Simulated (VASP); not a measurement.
VASP ran on this input.

### INCAR
```
SYSTEM = AgCl
PREC = Accurate
ENCUT = 400
EDIFF = 1E-6
NELM = 100
ALGO = Normal
LREAL = .FALSE.
LASPH = .TRUE.
ISMEAR = 0
SIGMA = 0.05
GGA = PE
LMAXMIX = 4
LWAVE = .FALSE.
LCHARG = .FALSE.
ISIF = 2
ISPIN = 2
MAGMOM = 1.0 1.0 1.0 1.0
```

**POSCAR**
```
AgCl
1
    0.0000000000     2.7750000000     2.7750000000
    2.7750000000     0.0000000000     2.7750000000
    2.7750000000     2.7750000000     0.0000000000
Ag Cl
1 1
Direct
  0.0000000000   0.0000000000   0.0000000000
  0.5000000000   0.5000000000   0.5000000000
```

### KPOINTS
```
Automatic mesh
0
Gamma
6 6 6
0 0 0
```

POTCAR, in this order: Ag Cl (PBE.64 set). Program: vasp_std.

### Question
One choice in this input is risky. Which, and does it do harm here?

### Answer
The risk: MAGMOM holds more values than there are atoms. Here it does no harm: the run (PBE GGA, plane waves, VASP's PBE PAW potentials (set 64)) converges to the same energy and pressure as with the safe setting.
### OSZICAR
```
       N       E                     dE             d eps       ncg     rms          rms(c)
DAV:   1     0.854892401309E+02    0.85489E+02   -0.75781E+03   960   0.928E+02
DAV:   2    -0.217712109607E+01   -0.87666E+02   -0.80822E+02  1070   0.216E+02
DAV:   3    -0.518477367317E+01   -0.30077E+01   -0.29994E+01  1094   0.429E+01
DAV:   4    -0.520632827278E+01   -0.21555E-01   -0.21553E-01  1046   0.405E+00
DAV:   5    -0.520663616732E+01   -0.30789E-03   -0.30789E-03  1130   0.478E-01    0.854E+00
DAV:   6    -0.537249265730E+01   -0.16586E+00   -0.35589E-01  1010   0.749E+00    0.463E+00
DAV:   7    -0.539414330433E+01   -0.21651E-01   -0.99497E-02   926   0.248E+00    0.283E+00
DAV:   8    -0.539501005160E+01   -0.86675E-03   -0.73170E-03   950   0.723E-01    0.125E+00
DAV:   9    -0.539443143680E+01    0.57861E-03   -0.86618E-04   986   0.286E-01    0.340E-01
DAV:  10    -0.539456659853E+01   -0.13516E-03   -0.27535E-04   968   0.143E-01    0.457E-02
DAV:  11    -0.539460755089E+01   -0.40952E-04   -0.34357E-05  1004   0.518E-02    0.312E-02
DAV:  12    -0.539462268804E+01   -0.15137E-04   -0.63017E-06   986   0.222E-02    0.203E-02
DAV:  13    -0.539462963096E+01   -0.69429E-05   -0.53879E-06   956   0.189E-02    0.370E-03
DAV:  14    -0.539463024164E+01   -0.61067E-06   -0.48054E-07   730   0.594E-03
   1 F= -.53946302E+01 E0= -.53946302E+01  d E =-.385131E-16  mag=     0.0000
```

The compound is AgCl in the rock salt structure. The cell was not relaxed at this level.
